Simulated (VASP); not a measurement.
Level of theory: PBEsol GGA, VASP's PBE PAW potentials (set 64) (plane waves; VASP).

Input for VASP

**POSCAR**
```
Pb
1.0
  0.0000000000   2.4750000000   2.4750000000
  2.4750000000   0.0000000000   2.4750000000
  2.4750000000   2.4750000000   0.0000000000
Pb
1
Direct
  0.0000000000   0.0000000000   0.0000000000
```

### KPOINTS
```
Automatic mesh
0
Gamma
  11 11 11
```

INCAR:
```
SYSTEM=Pb
PREC=Accurate; ENCUT=520; LREAL=F
LASPH=T
EDIFF=1E-6; NELM=100; ALGO=Normal
LMAXMIX=4
ISMEAR=1; SIGMA=0.1
GGA=PS
IBRION=2; NSW=60; ISIF=3
EDIFFG=-0.01
LWAVE=F; LCHARG=F
```

POTCAR, in this order: Pb_d (PBE.64 set). Program: vasp_std.

What VASP printed:

### OSZICAR
```
       N       E                     dE             d eps       ncg     rms          rms(c)
DAV:   1     0.102553593469E+03    0.10255E+03   -0.75014E+03  1250   0.151E+03
DAV:   2     0.502582814982E+00   -0.10205E+03   -0.10020E+03  1268   0.325E+02
DAV:   3    -0.391060829756E+01   -0.44132E+01   -0.43900E+01  1488   0.784E+01
DAV:   4    -0.401533305050E+01   -0.10472E+00   -0.10463E+00  1494   0.135E+01
DAV:   5    -0.401985824747E+01   -0.45252E-02   -0.45250E-02  1607   0.246E+00    0.581E-01
DAV:   6    -0.400619841754E+01    0.13660E-01   -0.21069E-02  1477   0.281E+00    0.275E-01
DAV:   7    -0.400286016064E+01    0.33383E-02   -0.84803E-03  1448   0.166E+00    0.926E-02
DAV:   8    -0.400265100443E+01    0.20916E-03   -0.36846E-04  1804   0.393E-01    0.983E-03
DAV:   9    -0.400264890844E+01    0.20960E-05   -0.71597E-06  1451   0.553E-02    0.444E-03
DAV:  10    -0.400264875310E+01    0.15534E-06   -0.47264E-07   781   0.881E-03
   1 F= -.40026488E+01 E0= -.40026370E+01  d E =-.400265E+01
       N       E                     dE             d eps       ncg     rms          rms(c)
DAV:   1    -0.406288709408E+01   -0.60238E-01   -0.17297E+00  1448   0.290E+01    0.127E+00
DAV:   2    -0.401047344904E+01    0.52414E-01   -0.10421E-01  1415   0.726E+00    0.442E-01
DAV:   3    -0.400335439224E+01    0.71191E-02   -0.28634E-02  1568   0.361E+00    0.344E-02
DAV:   4    -0.400336650578E+01   -0.12114E-04   -0.32839E-04  1274   0.202E-01    0.197E-02
DAV:   5    -0.400340790989E+01   -0.41404E-04   -0.16428E-04  1292   0.108E-01    0.953E-03
DAV:   6    -0.400340452895E+01    0.33809E-05   -0.66147E-06  1448   0.473E-02    0.172E-03
DAV:   7    -0.400340371682E+01    0.81214E-06   -0.82401E-07  1282   0.859E-03
   2 F= -.40034037E+01 E0= -.40033645E+01  d E =-.754964E-03
       N       E                     dE             d eps       ncg     rms          rms(c)
DAV:   1    -0.400775900335E+01   -0.43545E-02   -0.12683E-01  1442   0.807E+00    0.339E-01
DAV:   2    -0.400403982918E+01    0.37192E-02   -0.74087E-03  1415   0.190E+00    0.119E-01
DAV:   3    -0.400351613493E+01    0.52369E-03   -0.21344E-03  1584   0.979E-01    0.958E-03
DAV:   4    -0.400351378118E+01    0.23537E-05   -0.23568E-05  1280   0.573E-02    0.542E-03
DAV:   5    -0.400351268106E+01    0.11001E-05   -0.13361E-05  1277   0.334E-02    0.291E-03
DAV:   6    -0.400351253948E+01    0.14158E-06   -0.77479E-07   861   0.180E-02
   3 F= -.40035125E+01 E0= -.40034930E+01  d E =-.863786E-03
```

File OUTCAR:
```
------------------------ aborting loop because EDIFF is reached ----------------------------------------
  FORCE on cell =-STRESS in cart. coord.  units (eV):
  Direction    XX          YY          ZZ          XY          YZ          ZX
  --------------------------------------------------------------------------------------
  Total        0.0004907      0.0004907      0.0004907      0.0000000     -0.0000000      0.0000000
  in kB        0.0262834      0.0262834      0.0262834      0.0000000     -0.0000000      0.0000000
  external PRESSURE =       0.0262834 kB  Pullay stress =       0.0000000 kB
  volume of cell :       29.91
      direct lattice vectors                 reciprocal lattice vectors
    -0.000000000  2.463794461  2.463794461    -0.202939006  0.202939006  0.202939006
     2.463794461 -0.000000000  2.463794461     0.202939006 -0.202939006  0.202939006
     2.463794461  2.463794461 -0.000000000     0.202939006  0.202939006 -0.202939006
 POSITION                                       TOTAL-FORCE (eV/Angst)
 -----------------------------------------------------------------------------------
      0.00000      0.00000      0.00000         0.000000      0.000000     -0.000000
 -----------------------------------------------------------------------------------
    total drift:                               -0.000000     -0.000000     -0.000000
  FREE ENERGIE OF THE ION-ELECTRON SYSTEM (eV)
  ---------------------------------------------------
  free  energy   TOTEN  =        -4.0035125395 eV

  energy  without entropy=       -4.0034540320  energy(sigma->0) =       -4.00349304

 reached required accuracy - stopping structural energy minimisation
```
(Selected blocks of OUTCAR.)

File CONTCAR:
```
Pb
   1.00000000000000
    -0.0000000000000000    2.4637944611805165    2.4637944611805165
     2.4637944611805165   -0.0000000000000000    2.4637944611805165
     2.4637944611805165    2.4637944611805165   -0.0000000000000000
  Pb
     1
Direct
     0.0000000000000000    0.0000000000000000    0.0000000000000000
```

The compound is Pb in the fcc structure. This run relaxes it. Symmetry was kept, so distortions that lower it aren't found.
